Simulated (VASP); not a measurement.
For cubic KF (space group Fm-3m), VASP with LDA (Ceperley-Alder, Perdew-Zunger), VASP's LDA PAW potentials (set 64) gives ε∞ = 2.09, a static ε₀ = 5.34 and a transverse optical mode at 213 cm⁻¹.

Problem. Estimate the longitudinal optical frequency at Γ.

Solution. By the Lyddane-Sachs-Teller relation, ω_LO = ω_TO √(ε₀/ε∞) = 213 × √(5.34/2.09) = 340 cm⁻¹.

The structure comes from a computed database's KF entry (Fm-3m); how it stands against other phases isn't given here. It was relaxed first, which changed the volume by -8 %.
